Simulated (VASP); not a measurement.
Here is the system:

```xyz
2
Lattice="0.0000 1.8127 1.8127 1.8127 0.0000 1.8127 1.8127 1.8127 0.0000" Properties=species:S:1:pos:R:3 pbc="T T T"
B      0.0000     0.0000     0.0000
N      0.9064     0.9064     0.9064
```

Calculation: PBE GGA, VASP's PBE PAW potentials (set 64) (plane waves; VASP 6.6.1). Run with 600 eV cut-off, 12×12×12 Γ-centred mesh, Gaussian smearing of 0.050 eV, potentials B N.

Task: What does the run give for the energy per atom (σ→0), band gap (on the k-mesh) with the smallest direct gap where there is one?

Result: 
* **band gap (on the k-mesh)**: 4.45 eV
* **smallest direct gap (on the k-mesh)**: 8.78 eV
* **energy per atom (σ→0)**: -8.727 eV/atom

Only differences to runs with the same potentials and settings are physical.

The compound is BN in the zinc blende structure. It was relaxed first.
